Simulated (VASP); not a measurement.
Method: LDA (Ceperley-Alder, Perdew-Zunger), VASP's LDA PAW potentials (set 64) (plane waves; VASP).

VASP ran on this input.

**INCAR**
```
# general
SYSTEM =WS2
PREC   =Accurate
ENCUT  =300
LREAL  =F
LASPH  =T

# electronic loop
EDIFF  =1E-6   # SCF stop (eV)
NELM   =100   # most electronic steps
ALGO   =Normal   # blocked Davidson
LMAXMIX=6

# smearing
ISMEAR =-1   # Fermi-Dirac
SIGMA  =0.1

# ions
ISIF   =2   # forces and stress, cell fixed

# output
LWAVE  =F
LCHARG =F
```

### KPOINTS
```
Automatic mesh
0
Gamma
6 6 6
0 0 0
```

### POSCAR
```
WS2
6.4134910
  0.2475023353   0.1428954995   0.9582919817
 -0.2475023353   0.1428954995   0.9582919817
  0.0000000000  -0.2857909990   0.9582919817
W S
1 2
direct
  0.0000000000   0.0000000000   0.0000000000
  0.7523000000   0.7523000000   0.7523000000
  0.5810000000   0.5810000000   0.5810000000
```

POTCAR, in this order: W_sv S (LDA.64 set). Program: vasp_std.

Output

OSZICAR:
```
       N       E                     dE             d eps       ncg     rms          rms(c)
DAV:   1     0.138683013487E+03    0.13868E+03   -0.10126E+04  1112   0.104E+03
DAV:   2    -0.216098722802E+02   -0.16029E+03   -0.15770E+03  1418   0.294E+02
DAV:   3    -0.275135499533E+02   -0.59037E+01   -0.58683E+01  1339   0.575E+01
DAV:   4    -0.275952819055E+02   -0.81732E-01   -0.81309E-01  1476   0.697E+00
DAV:   5    -0.275964239136E+02   -0.11420E-02   -0.11419E-02  1387   0.809E-01    0.264E+01
DAV:   6    -0.264315520055E+02    0.11649E+01   -0.77251E+00  1253   0.195E+01    0.109E+01
DAV:   7    -0.262756378367E+02    0.15591E+00   -0.20503E+00  1232   0.821E+00    0.549E+00
DAV:   8    -0.262094669333E+02    0.66171E-01   -0.32989E-01  1253   0.408E+00    0.113E+00
DAV:   9    -0.262081727188E+02    0.12942E-02   -0.13223E-02  1416   0.821E-01    0.430E-01
DAV:  10    -0.262076405934E+02    0.53213E-03   -0.48554E-03  1280   0.547E-01    0.575E-02
DAV:  11    -0.262076119628E+02    0.28631E-04   -0.57346E-04  1190   0.179E-01    0.577E-02
DAV:  12    -0.262076094924E+02    0.24705E-05   -0.39124E-05  1296   0.532E-02    0.154E-02
DAV:  13    -0.262076106907E+02   -0.11983E-05   -0.48794E-06  1009   0.167E-02    0.983E-03
DAV:  14    -0.262076104138E+02    0.27684E-06   -0.22622E-06   748   0.111E-02
   1 F= -.26207610E+02 E0= -.26207411E+02  d E =-.397919E-03
```

OUTCAR:
```
------------------------ aborting loop because EDIFF is reached ----------------------------------------
  FORCE on cell =-STRESS in cart. coord.  units (eV):
  Direction    XX          YY          ZZ          XY          YZ          ZX
  --------------------------------------------------------------------------------------
  Total       -2.2597574     -2.2597561     -2.3512878      0.0000000      0.0000000      0.0000000
  in kB      -67.4903955    -67.4903574    -70.2240620      0.0000000      0.0000000      0.0000000
  external PRESSURE =     -68.4016050 kB  Pullay stress =       0.0000000 kB
  volume of cell :       53.65
      direct lattice vectors                 reciprocal lattice vectors
     1.587354000  0.916459000  6.145997000     0.314989599  0.181859381  0.054235844
    -1.587354000  0.916459000  6.145997000    -0.314989599  0.181859381  0.054235844
     0.000000000 -1.832918000  6.145997000     0.000000000 -0.363718762  0.054235844
 POSITION                                       TOTAL-FORCE (eV/Angst)
 -----------------------------------------------------------------------------------
      0.00000      0.00000      0.00000         0.000000      0.000000      0.005878
      0.00000      0.00000     13.87090         0.000000      0.000000     -0.613233
      0.00000      0.00000     10.71247         0.000000      0.000000      0.607356
 -----------------------------------------------------------------------------------
    total drift:                               -0.000000      0.000008     -0.000020
  FREE ENERGIE OF THE ION-ELECTRON SYSTEM (eV)
  ---------------------------------------------------
  free  energy   TOTEN  =       -26.2076104138 eV

  energy  without entropy=      -26.2072124950  energy(sigma->0) =      -26.20741145
```
(Selected blocks of OUTCAR.)

At this cut-off the stress carries a Pulay error, which pulls relaxed volumes low.

The structure was generated: WS2 was put into an ordered model structure, which need not be its known phase. The cell was not relaxed at this level, and its volume differs by -5.9 % from the start's.
